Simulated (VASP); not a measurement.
Method: PBEsol GGA, VASP's PBE PAW potentials (set 64) (plane waves; VASP).

VASP input:

INCAR:
```
SYSTEM = Zr
PREC = Accurate; ENCUT = 500; LREAL = .FALSE.
LASPH = .TRUE.
EDIFF = 1E-6; NELM = 100; ALGO = Normal
LMAXMIX = 4
ISMEAR = 1; SIGMA = 0.1
GGA = PS
IBRION = 2; NSW = 40; ISIF = 3
EDIFFG = -0.02
LWAVE = .FALSE.; LCHARG = .FALSE.
```

**POSCAR**
```
Zr
1.0
  1.5907294128  -2.7552241122   0.0000000000
  1.5907294128   2.7552241122   0.0000000000
  0.0000000000   0.0000000000   5.1293870542
Zr
2
Direct
  0.3333330000   0.6666670000   0.2500000000
  0.6666670000   0.3333330000   0.7500000000
```

KPOINTS:
```
Automatic mesh
0
Gamma
13 13 7
0 0 0
```

POTCAR, in this order: Zr_sv (PBE.64 set). Program: vasp_std.

The run wrote:

OSZICAR:
```
       N       E                     dE             d eps       ncg     rms          rms(c)
DAV:   1     0.210292625628E+03    0.21029E+03   -0.13412E+04  2696   0.145E+03
DAV:   2    -0.468451725422E+01   -0.21498E+03   -0.21305E+03  3368   0.408E+02
DAV:   3    -0.186936600871E+02   -0.14009E+02   -0.13860E+02  5104   0.772E+01
DAV:   4    -0.189400056081E+02   -0.24635E+00   -0.24629E+00  2928   0.114E+01
DAV:   5    -0.189465673203E+02   -0.65617E-02   -0.65614E-02  4264   0.128E+00    0.161E+01
DAV:   6    -0.182889035279E+02    0.65766E+00   -0.10020E+00  2832   0.878E+00    0.645E+00
DAV:   7    -0.181564524912E+02    0.13245E+00   -0.66711E-01  3920   0.615E+00    0.115E+00
DAV:   8    -0.181605673121E+02   -0.41148E-02   -0.37842E-02  3496   0.173E+00    0.303E-01
DAV:   9    -0.181608925556E+02   -0.32524E-03   -0.18494E-03  3392   0.453E-01    0.331E-02
DAV:  10    -0.181608606410E+02    0.31915E-04   -0.51366E-05  3976   0.467E-02    0.246E-02
DAV:  11    -0.181608616508E+02   -0.10098E-05   -0.10054E-05  2984   0.424E-02    0.295E-03
DAV:  12    -0.181608616035E+02    0.47308E-07   -0.30825E-07  1944   0.452E-03
   1 F= -.18160862E+02 E0= -.18160738E+02  d E =-.181609E+02
```

File OUTCAR:
```
------------------------ aborting loop because EDIFF is reached ----------------------------------------
  FORCE on cell =-STRESS in cart. coord.  units (eV):
  Direction    XX          YY          ZZ          XY          YZ          ZX
  --------------------------------------------------------------------------------------
  Total       -0.0032393     -0.0032393      0.0064272     -0.0000000     -0.0000000      0.0000000
  in kB       -0.1154290     -0.1154290      0.2290255     -0.0000000     -0.0000000      0.0000000
  external PRESSURE =      -0.0006108 kB  Pullay stress =       0.0000000 kB
  volume of cell :       44.96
      direct lattice vectors                 reciprocal lattice vectors
     1.590729413 -2.755224112  0.000000000     0.314321214 -0.181473441  0.000000000
     1.590729413  2.755224112  0.000000000     0.314321214  0.181473441  0.000000000
     0.000000000  0.000000000  5.129387054     0.000000000  0.000000000  0.194955068
 POSITION                                       TOTAL-FORCE (eV/Angst)
 -----------------------------------------------------------------------------------
      1.59073      0.91841      1.28235         0.000000     -0.000000      0.000000
      1.59073     -0.91841      3.84704        -0.000000      0.000000      0.000000
 -----------------------------------------------------------------------------------
    total drift:                                0.000000      0.001122     -0.000019
  FREE ENERGIE OF THE ION-ELECTRON SYSTEM (eV)
  ---------------------------------------------------
  free  energy   TOTEN  =       -18.1608616035 eV

  energy  without entropy=      -18.1604915659  energy(sigma->0) =      -18.16073826

 reached required accuracy - stopping structural energy minimisation
```
(Selected blocks of OUTCAR.)

The compound is Zr in the hcp structure. It was relaxed first.
